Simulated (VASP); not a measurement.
An input for Quantum ESPRESSO's pw.x (written as the equivalent of a VASP run, and not itself run):

```
&CONTROL
  calculation = 'scf'
  pseudo_dir = './pseudo'
  outdir = './out'
  tprnfor = .true.
  tstress = .true.
/
&SYSTEM
  ibrav = 0
  nat = 8
  ntyp = 2
  ecutwfc = 84
  occupations = 'smearing'
  smearing = 'gaussian'
  degauss = 0.01999
  input_dft = 'pbe'
/
&ELECTRONS
  conv_thr = 7.3e-08
  electron_maxstep = 100
/
ATOMIC_SPECIES
  Si 28.085 Si.upf
  Ru 101.070 Ru.upf
CELL_PARAMETERS angstrom
     4.7627490    0.0000000    0.0000000
     0.0000000    4.7627490    0.0000000
     0.0000000    0.0000000    4.7627490
ATOMIC_POSITIONS crystal
  Si   0.1624200  0.3375800  0.6624200
  Si   0.3375800  0.6624200  0.1624200
  Si   0.6624200  0.1624200  0.3375800
  Si   0.8375800  0.8375800  0.8375800
  Ru   0.8705900  0.6294100  0.3705900
  Ru   0.6294100  0.3705900  0.8705900
  Ru   0.3705900  0.8705900  0.6294100
  Ru   0.1294100  0.1294100  0.1294100
K_POINTS automatic
  4 4 4 1 1 1
```

**Question.** Translate this input to VASP (INCAR, KPOINTS, POSCAR, choice of POTCAR).

**Answer.** This is not unique; one that fits is 
### KPOINTS
```
Automatic mesh
0
Gamma
4 4 4
0.5 0.5 0.5
```

**INCAR**
```
EDIFF  =  1E-6   # SCF stop (eV)
PREC  =  Accurate
ISIF  =  2
LASPH  =  T   # aspherical one-centre terms
LWAVE  =  F
LMAXMIX  =  4
SYSTEM  =  SiRu
NELM  =  100
GGA  =  PE
ISMEAR  =  0
ENCUT  =  150
ALGO  =  Normal   # blocked Davidson
SIGMA  =  0.272
LCHARG  =  F
LREAL  =  F
```

**POSCAR**
```
SiRu
1
    4.7627490000     0.0000000000     0.0000000000
    0.0000000000     4.7627490000     0.0000000000
    0.0000000000     0.0000000000     4.7627490000
Si Ru
4 4
Direct
  0.1624200000   0.3375800000   0.6624200000
  0.3375800000   0.6624200000   0.1624200000
  0.6624200000   0.1624200000   0.3375800000
  0.8375800000   0.8375800000   0.8375800000
  0.8705900000   0.6294100000   0.3705900000
  0.6294100000   0.3705900000   0.8705900000
  0.3705900000   0.8705900000   0.6294100000
  0.1294100000   0.1294100000   0.1294100000
```

POTCAR, in this order: Si Ru_pv (PBE.64 set). Program: vasp_std.

What does not carry over: the potentials are each code's own (VASP's PAW set, PseudoDojo norm-conserving files in pw.x), so ENCUT and ecutwfc are chosen apart and not converted; conv_thr bounds pw.x's estimated SCF error, while EDIFF bounds the energy change between steps.

The structure comes from a computed database's SiRu entry; how it stands against other phases isn't given here. The cell was not relaxed at this level. The run is one of a series of settings (ENCUT = 150, SIGMA = 0.272, KPOINTS 4×4×4 Γ-centred mesh shifted by (0.5, 0.5, 0.5) against the base run), some of them coarse on purpose.
